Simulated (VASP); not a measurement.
# Ni3Hg (Pm-3m) in VASP: reference runs

Aim: a first look at Ni3Hg with PBE, on the cell as given, and energy against volume gives the equilibrium volume and stiffness.

All numbers are computed with VASP 6.6.1; they aren't measurements. Logs are shortened: lines on timing, memory, paths and dates and some standing lists are left out, and cuts for length are marked.

## (1) The structure

The structure is cubic, space group Pm-3m (No. 221). Conventional cell: a = 3.745 Å, b = 3.745 Å, c = 3.745 Å, α = 90.00°, β = 90.00°, γ = 90.00°. Hg (site symmetry m-3m) has 12 Ni at 2.65 Å as nearest neighbours. Around Ni (site symmetry 4/mmm) lie 4 Hg at 2.65 Å and 8 Ni at 2.65 Å.

The cell comes from a database or a generator and needn't be the stable form of this composition.

## (2) Single point, PBE, collinear spin, ferromagnetic start

Input file INCAR:

```
SYSTEM = Ni3Hg
PREC     = Accurate       ! precision mode
ENCUT    = 520            ! plane-wave cutoff, eV
EDIFF    = 1E-7           ! SCF threshold, eV
ISMEAR   = -1             ! smearing method
SIGMA    = 0.05           ! smearing width, eV
LREAL    = .FALSE.        ! projectors in reciprocal space
LASPH    = .TRUE.         ! aspherical terms in the spheres
NELM     = 150            ! most SCF steps
ALGO     = Normal         ! electronic algorithm
ISIF     = 2              ! what is computed and relaxed
LWAVE    = .FALSE.        ! write WAVECAR
LCHARG   = .FALSE.        ! write CHGCAR
ISPIN    = 2              ! spin polarisation
MAGMOM   = 0 1 1 1        ! initial moments
LORBIT   = 11             ! projections on sites
LMAXMIX  = 4              ! l up to which the mixer works
GGA      = PE             ! functional
NBANDS   = 33             ! bands
```

Input file KPOINTS:

```
regular mesh
0
G
  7 7 7
  0 0 0
```

Input file POSCAR:

```
Ni3Hg
1.0
    3.7449110000      0.0000000000      0.0000000000
    0.0000000000      3.7449110000      0.0000000000
    0.0000000000      0.0000000000      3.7449110000
Hg Ni
1 3
Direct
    0.0000000000      0.0000000000      0.0000000000
    0.5000000000      0.5000000000      0.0000000000
    0.5000000000      0.0000000000      0.5000000000
    0.0000000000      0.5000000000      0.5000000000
```

Potentials or basis: VASP PAW PBE potentials, release 64 (Hg, Ni).

On the command line:

```sh
$ cat potpaw_PBE.64/Hg/POTCAR potpaw_PBE.64/Ni/POTCAR > POTCAR
$ mpirun -np 1 vasp_std > vasp.out
```

OUTCAR:

```text
SYSTEM = Ni3Hg
   PREC = Accurate
   ENCUT = 520
   EDIFF = 1E-7
   ISMEAR = -1
   LREAL = .FALSE.
   LASPH = .TRUE.
   NELM = 150
   ISIF = 2
   ISPIN = 2
   LORBIT = 11
   GGA = PE

 ion  position               nearest neighbor table
   1  0.000  0.000  0.000-   2 2.65   3 2.65   4 2.65   3 2.65   4 2.65   2 2.65   4 2.65   4 2.65
                             2 2.65   3 2.65   3 2.65   2 2.65
   2  0.500  0.500  0.000-   1 2.65   3 2.65   4 2.65   3 2.65   4 2.65   1 2.65   3 2.65   3 2.65
                             1 2.65   4 2.65   4 2.65   1 2.65
   3  0.500  0.000  0.500-   1 2.65   2 2.65   4 2.65   1 2.65   2 2.65   2 2.65   4 2.65   2 2.65
                             1 2.65   4 2.65   1 2.65   4 2.65
   4  0.000  0.500  0.500-   1 2.65   2 2.65   3 2.65   1 2.65   2 2.65   1 2.65   3 2.65   1 2.65
                             2 2.65   3 2.65   2 2.65   3 2.65

  LATTYP: Found a simple cubic cell.
 ALAT       =     3.7449110000

  Lattice vectors:

 A1 = (   3.7449110000,   0.0000000000,   0.0000000000)
 A2 = (   0.0000000000,   3.7449110000,   0.0000000000)
 A3 = (   0.0000000000,   0.0000000000,   3.7449110000)

Analysis of symmetry for initial positions (statically):
=====================================================================
 Subroutine PRICEL returns:
 Original cell was already a primitive cell.

 Routine SETGRP: Setting up the symmetry group for a
 simple cubic supercell.

 Subroutine GETGRP returns: Found 48 space group operations
 (whereof 48 operations were pure point group operations)
 out of a pool of 48 trial point group operations.

The static configuration has the point symmetry O_h .

Analysis of symmetry for dynamics (positions and initial velocities):
=====================================================================
 Subroutine PRICEL returns:
 Original cell was already a primitive cell.

 Routine SETGRP: Setting up the symmetry group for a
 simple cubic supercell.

 Subroutine GETGRP returns: Found 48 space group operations
 (whereof 48 operations were pure point group operations)
 out of a pool of 48 trial point group operations.

The dynamic configuration has the point symmetry O_h .

Analysis of structural, dynamic, and magnetic symmetry:
=====================================================================
 Subroutine PRICEL returns:
 Original cell was already a primitive cell.

 Routine SETGRP: Setting up the symmetry group for a
 simple cubic supercell.

 Subroutine GETGRP returns: Found 48 space group operations
 (whereof 48 operations were pure point group operations)
 out of a pool of 48 trial point group operations.

The overall configuration has the point symmetry O_h .

 Subroutine INISYM returns: Found 48 space group operations
 (whereof 48 operations are pure point group operations),
 and found     1 'primitive' translations

----------------------------------------------------------------------------------------

                                     Primitive cell

  volume of cell :      52.5200

  direct lattice vectors                    reciprocal lattice vectors
     3.744911000  0.000000000  0.000000000     0.267029043  0.000000000  0.000000000
     0.000000000  3.744911000  0.000000000     0.000000000  0.267029043  0.000000000
     0.000000000  0.000000000  3.744911000     0.000000000  0.000000000  0.267029043

  length of vectors
     3.744911000  3.744911000  3.744911000     0.267029043  0.267029043  0.267029043

  position of ions in fractional coordinates (direct lattice)
     0.000000000  0.000000000  0.000000000
     0.500000000  0.500000000  0.000000000
     0.500000000  0.000000000  0.500000000
     0.000000000  0.500000000  0.500000000

  ion indices of the primitive-cell ions
   primitive index   ion index
                 1           1
                 2           2
                 3           3
                 4           4

----------------------------------------------------------------------------------------

 KPOINTS: regular mesh

Automatic generation of k-mesh.
 Grid dimensions read from file:
 generate k-points for:    7    7    7

 Generating k-lattice:

  Cartesian coordinates                     Fractional coordinates (reciprocal lattice)
     0.038147006  0.000000000  0.000000000     0.142857143  0.000000000  0.000000000
     0.000000000  0.038147006  0.000000000     0.000000000  0.142857143  0.000000000
     0.000000000  0.000000000  0.038147006     0.000000000  0.000000000  0.142857143

  Length of vectors
     0.038147006  0.038147006  0.038147006

  Shift w.r.t. Gamma in fractional coordinates (k-lattice)
     0.000000000  0.000000000  0.000000000

 Subroutine IBZKPT returns following result:
 ===========================================

 Found     20 irreducible k-points:

 Following reciprocal coordinates:
            Coordinates               Weight
  0.000000  0.000000  0.000000      1.000000
  0.142857  0.000000  0.000000      6.000000
  0.285714  0.000000  0.000000      6.000000
  0.428571  0.000000  0.000000      6.000000
  0.142857  0.142857  0.000000     12.000000
  0.285714  0.142857  0.000000     24.000000
[... 12 lines left out ...]
  0.428571  0.428571  0.285714     24.000000
  0.428571  0.428571  0.428571      8.000000
   k-points           NKPTS =     20   k-points in BZ     NKDIM =     20   number of bands    NBANDS=     33
   number of dos      NEDOS =    301   number of ions     NIONS =      4
   total plane-waves  NPLWV =  21952
   dimension x,y,z NGX =    28 NGY =   28 NGZ =   28
   dimension x,y,z NGXF=    56 NGYF=   56 NGZF=   56
   ions per type =               1   3
   NGX,Y,Z   is equivalent  to a cutoff of  12.43, 12.43, 12.43 a.u.
   NGXF,Y,Z  is equivalent  to a cutoff of  24.86, 24.86, 24.86 a.u.
 SYSTEM =  Ni3Hg
   PREC   = accura    normal or accurate (medium, high low for compatibility)
   ISTART =      0    job   : 0-new  1-cont  2-samecut
   ICHARG =      2    charge: 1-file 2-atom 10-const
   ISPIN  =      2    spin polarized calculation?
   LNONCOLLINEAR =      F non collinear calculations
   LSORBIT =      F    spin-orbit coupling
   LASPH  =      T    aspherical Exc in radial PAW
   ENCUT  =  520.0 eV  38.22 Ry    6.18 a.u.   6.96  6.96  6.96*2*pi/ulx,y,z
   NELM   =    150;   NELMIN=  2; NELMDL= -5     # of ELM steps
   EDIFF  = 0.1E-06   stopping-criterion for ELM
   LREAL  =      F    real-space projection
   EDIFFG = 0.1E-05   stopping-criterion for IOM
   NSW    =      0    number of steps for IOM
   IBRION =     -1    ionic relax: 0-MD 1-quasi-New 2-CG
   NFREE  =      0    steps in history (QN), initial steepest desc. (CG)
   ISIF   =      2    stress and relaxation
   ISYM   =      2    0-nonsym 1-usesym 2-fastsym
   POTIM  = 0.5000    time-step for ionic-motion
   TEBEG  =    0.0;   TEEND  =   0.0 temperature during run
   PSTRESS=    0.0 pullay stress
   NELECT =      42.0000    total number of electrons
   NUPDOWN=      -1.0000    fix difference up-down
   EMIN   =  10.00;   EMAX   =-10.00  energy-range for DOS
   EFERMI =   0.00;   METHOD = LEGACY
   ISMEAR =    -1;   SIGMA  =   0.05  broadening in eV -4-tet -1-fermi 0-gaus
   EFERMI_NEDOS =   21; number of points for ismear=-14 and -15
   IALGO  =     38    algorithm
   IMIX   =      4    mixing-type and parameters
     AMIX     =   0.40;   BMIX     =  1.00
     AMIX_MAG =   1.60;   BMIX_MAG =  1.00
  volume/ion in A,a.u.               =      13.13        88.61
  Fermi-wavevector in a.u.,A,eV,Ry     =   1.519555  2.871543 31.416498  2.309047
  Thomas-Fermi vector in A             =   2.628525
   LORBIT       =     11    0 simple, 1 ext, 2 COOP (PROOUT), +10 PAW based schemes
   GGA     = PE    functional components
   LHFCALC =     F    Hartree Fock is set to
   AEXX    =    0.0000 exact exchange contribution
   IVDW    =     0    specifies the selected vdW correction
   LEPSILON=     F    determine dielectric tensor
   LRPA    =     F    only Hartree local field effects (RPA)
 spin polarized calculation
  energy-cutoff  :      520.00
  volume of cell :       52.52
 maximum number of plane-waves:      1422
 NGX is ok and might be reduce to    28
   NGX = 13   NGY = 13   NGZ = 13

 number of electron      41.9999925 magnetization       1.0931451

 Free energy of the ion-electron system (eV)
  ---------------------------------------------------
  ext. energy  EPLUGINS =         0.00000000
  ---------------------------------------------------
  free energy    TOTEN  =       -15.75750183 eV

  energy without entropy =      -15.72215230  energy(sigma->0) =      -15.73982707

 E-fermi :   7.2948     XC(G=0): -12.7498

 val. band max:        7.2546116892   @ k =   0.2857   0.2857   0.0000
 cond. band min:       7.2948295705   @ k =   0.1429   0.0000   0.0000
 fundamental gap:      0.0402178813
 Fermi energy:         7.2948079691

 spin component 1

 k-point     1 :       0.0000    0.0000    0.0000
  band No.  band energies     occupation
      1      -2.4152      1.00000
      2      -0.8895      1.00000
      3      -0.8895      1.00000
      4      -0.2964      1.00000
      5      -0.2964      1.00000
      6      -0.2964      1.00000
[... 25 lines left out ...]
     32      20.1384      0.00000
     33      20.1384      0.00000

 k-point     2 :       0.1429    0.0000    0.0000
  band No.  band energies     occupation
      1      -2.1777      1.00000
      2      -0.8431      1.00000
      3      -0.7775      1.00000
      4      -0.2829      1.00000
      5      -0.2829      1.00000
      6      -0.2777      1.00000
[... 25 lines left out ...]
     32      20.1040      0.00000
     33      20.1040      0.00000
[... 610 lines left out ...]
     32      25.0791      0.00000
     33      25.1252      0.00000

 k-point    20 :       0.4286    0.4286    0.4286
  band No.  band energies     occupation
      1      -0.7980      1.00000
      2      -0.7822      1.00000
      3      -0.7822      1.00000
      4       0.2477      1.00000
      5       0.2477      1.00000
      6       1.7663      1.00000
[... 25 lines left out ...]
     32      26.1673      0.00000
     33      26.4213      0.00000
 Fermi energy:         7.2948079691

 spin component 2

 k-point     1 :       0.0000    0.0000    0.0000
  band No.  band energies     occupation
      1      -2.4286      1.00000
      2      -0.8817      1.00000
      3      -0.8817      1.00000
      4      -0.2823      1.00000
      5      -0.2823      1.00000
      6      -0.2823      1.00000
[... 25 lines left out ...]
     32      20.1282      0.00000
     33      20.1282      0.00000

 k-point     2 :       0.1429    0.0000    0.0000
  band No.  band energies     occupation
      1      -2.1911      1.00000
      2      -0.8365      1.00000
      3      -0.7706      1.00000
      4      -0.2715      1.00000
      5      -0.2715      1.00000
      6      -0.2645      1.00000
[... 25 lines left out ...]
     32      20.1105      0.00000
     33      20.1105      0.00000
[... 610 lines left out ...]
     32      25.1138      0.00000
     33      25.1290      0.00000

 k-point    20 :       0.4286    0.4286    0.4286
  band No.  band energies     occupation
      1      -0.7898      1.00000
      2      -0.7731      1.00000
      3      -0.7731      1.00000
      4       0.2499      1.00000
      5       0.2499      1.00000
      6       1.8393      1.00000
[... 25 lines left out ...]
     32      26.2173      0.00000
     33      26.3670      0.00000

------------------------ aborting loop because EDIFF is reached ----------------------------------------

  FORCE on cell =-STRESS in cart. coord.  units (eV):
  Direction    XX          YY          ZZ          XY          YZ          ZX
  --------------------------------------------------------------------------------------
  -------------------------------------------------------------------------------------
  Total        0.6401002      0.6401002      0.6401002      0.0000000     -0.0000000      0.0000000
  in kB       19.5269338     19.5269338     19.5269338      0.0000000     -0.0000000      0.0000000
  external PRESSURE =      19.5269338 kB  Pullay stress =       0.0000000 kB

 VOLUME and BASIS-vectors are now :
 -----------------------------------------------------------------------------
  energy-cutoff  :      520.00
  volume of cell :       52.52
      direct lattice vectors                 reciprocal lattice vectors
     3.744911000  0.000000000  0.000000000     0.267029043  0.000000000  0.000000000
     0.000000000  3.744911000  0.000000000     0.000000000  0.267029043  0.000000000
     0.000000000  0.000000000  3.744911000     0.000000000  0.000000000  0.267029043

 POSITION                                       TOTAL-FORCE (eV/Angst)
 -----------------------------------------------------------------------------------
      0.00000      0.00000      0.00000         0.000000      0.000000      0.000000
      1.87246      1.87246      0.00000         0.000000      0.000000      0.000000
      1.87246      0.00000      1.87246         0.000000      0.000000      0.000000
      0.00000      1.87246      1.87246         0.000000      0.000000      0.000000
 -----------------------------------------------------------------------------------
    total drift:                                0.000000      0.000000      0.000000

  FREE ENERGIE OF THE ION-ELECTRON SYSTEM (eV)
  ---------------------------------------------------
  free  energy   TOTEN  =       -15.7575018305 eV

  energy  without entropy=      -15.7221523028  energy(sigma->0) =      -15.73982707

 total charge

# of ion       s       p       d       tot
------------------------------------------
    1        0.813   0.647   9.276  10.736
    2        0.416   0.385   8.382   9.183
    3        0.416   0.385   8.382   9.183
    4        0.416   0.385   8.382   9.183
--------------------------------------------------
tot          2.061   1.802  34.422  38.286

 magnetization (x)

# of ion       s       p       d       tot
------------------------------------------
    1        0.001  -0.016   0.004  -0.011
    2       -0.001  -0.007   0.388   0.380
    3       -0.001  -0.007   0.388   0.380
    4       -0.001  -0.007   0.388   0.380
--------------------------------------------------
tot         -0.003  -0.036   1.168   1.129
```

Wall time 2.3 min (1 thread of AMD EPYC, shared host); peak memory 0.17 GiB.

Results:

```
Free energy                                           : -15.7575 eV
Pressure                                              : 2.0 GPa
Band gap on the k mesh                                : none (metal or under the smearing width)
Net moment                                            : 1.09 μB per cell
Site moments                                          : Hg -0.01; Ni +0.38 μB
Valence electrons inside the program's atomic spheres : Hg 10.74; Ni 9.18
```

Spin-orbit coupling is left out, which matters for the levels of Hg.

[end of part 1 of 2]
